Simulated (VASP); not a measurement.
OSZICAR of a VASP run on LiCl (rock salt):

OSZICAR:
```
       N       E                     dE             d eps       ncg     rms          rms(c)
DAV:   1     0.429516611686E+02    0.42952E+02   -0.41461E+03   630   0.103E+03
DAV:   2    -0.546731867865E+01   -0.48419E+02   -0.47663E+02   851   0.166E+02
DAV:   3    -0.745200543314E+01   -0.19847E+01   -0.19819E+01   758   0.394E+01
DAV:   4    -0.750993811759E+01   -0.57933E-01   -0.57873E-01   991   0.630E+00
DAV:   5    -0.751031963533E+01   -0.38152E-03   -0.38151E-03   802   0.532E-01    0.231E+00
DAV:   6    -0.743502509402E+01    0.75295E-01   -0.17987E-01   705   0.244E+00    0.166E+00
DAV:   7    -0.743494867508E+01    0.76419E-04   -0.55616E-02   903   0.152E+00    0.912E-01
DAV:   8    -0.743859354210E+01   -0.36449E-02   -0.76933E-03   716   0.747E-01    0.140E-01
DAV:   9    -0.743857221559E+01    0.21327E-04   -0.27936E-04   876   0.144E-01    0.396E-02
DAV:  10    -0.743861917472E+01   -0.46959E-04   -0.73951E-05   688   0.792E-02    0.156E-02
DAV:  11    -0.743862344527E+01   -0.42706E-05   -0.31400E-06   988   0.179E-02    0.387E-03
DAV:  12    -0.743862461435E+01   -0.11691E-05   -0.27831E-07   696   0.534E-03    0.159E-03
DAV:  13    -0.743862423689E+01    0.37746E-06   -0.47201E-08   441   0.215E-03    0.378E-04
DAV:  14    -0.743862419378E+01    0.43111E-07   -0.60081E-09   357   0.917E-04
   1 F= -.74386242E+01 E0= -.74386242E+01  d E =-.462107E-27
```

Task: Which electronic solver shows in the log?

Result: It is blocked Davidson (ALGO = Normal, or the opening steps of other solvers). The INCAR had ALGO = Normal.

Task: Can the final energy be trusted as converged?

Result: The run converged. It stopped with EDIFF = 1E-7, NELM = 100 (PW91 GGA, plane waves, VASP's PBE PAW potentials (set 64)).

The compound is LiCl in the rock salt structure. This cell is one point of a volume scan, at 0.97 of the reference volume.
